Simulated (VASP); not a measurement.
Set up this calculation in VASP 6.6.1, as the native input.

```yaml
Task: single point
Functional: PBE
Dispersion: D3(BJ)
Potentials_or_basis: VASP PAW PBE potentials, release 64 (Be, B)
Cutoff: 520 eV
k_mesh: 3 × 3 × 2
Occupations: fermi-dirac, width 0.05 eV
Spin: no spin polarisation
Dipole_correction: no
Further_INCAR_settings: LREAL = Auto; ALGO = Normal; EDIFF = 1e-06; NBANDS = 32
```

The structure of Be16B (a cell with a defect) lies in POSCAR:

```
Be16B
1.0
   -2.2900000000     -3.9663960000      0.0000000000
    3.4350000000     -1.9831980000      0.0000000000
    0.0000000000      0.0000000000      7.1768600000
Be B
16 1
Direct
    0.7556259016      0.4128626826     -0.0223774743
    0.4067827215      0.4146528187      0.3108880485
    0.7274743336      0.3151721176      0.4926109747
    0.5298567429      0.2321897937      0.7743915863
    0.5130340352      0.0283400118     -0.0108821964
    0.2391938241      0.8576867124      0.2247500996
    0.5355677202     -0.1616448096      0.5198373662
    0.2717918914      0.8508306932      0.7914463986
    0.2612023697      0.4997826569      0.0284386208
   -0.0444871822      0.3285369295      0.2438670951
    0.0449018807      0.5991340049      0.4850589255
    0.0122006987      0.2724423872      0.7550377184
   -0.0019965833     -0.0187983045     -0.0079003910
    0.7244264681      0.9026016337      0.2081550985
    0.1278039989      0.1226699149      0.4893922969
    0.7808371339      0.7393062697      0.7183921659
    0.3515883351      0.4282786863      0.6144191192
```

The cell was built by a generator and needn't be a form met in nature.

The input as run:

INCAR

```
PREC = Accurate ; ENCUT = 520
EDIFF = 1E-6 ; ISMEAR = -1
SIGMA = 0.05 ; LREAL = Auto
LASPH = T ; NELM = 80
ALGO = Normal ; ISIF = 2
LWAVE = F ; LCHARG = T
GGA = PE ; IVDW = 12
LELF = T ; LVHAR = T
NBANDS = 32
```

KPOINTS

```
regular mesh
0
Gamma
  3 3 2
```

Potentials or basis: VASP PAW PBE potentials, release 64 (Be, B).

Command:

```console
$ cat potpaw_PBE.64/Be/POTCAR potpaw_PBE.64/B/POTCAR > POTCAR
$ mpirun -np 1 vasp_std > vasp.out
```

It gave:

```json
{
 "Pressure": "9.3 GPa",
 "Largest force": "3.577 eV/Å",
 "Band gap on the k mesh": "none (metal or under the smearing width)",
 "Dispersion energy per atom": "-0.354 eV"
}
```

Caveat: the k mesh is coarse (spacing up to 0.53 Å⁻¹), so the values aren't converged.

Wall time 34 s on 1 thread of Intel(R) Xeon(R) Platinum 8559C (Emerald Rapids) (shared host), peak memory 0.25 GiB.
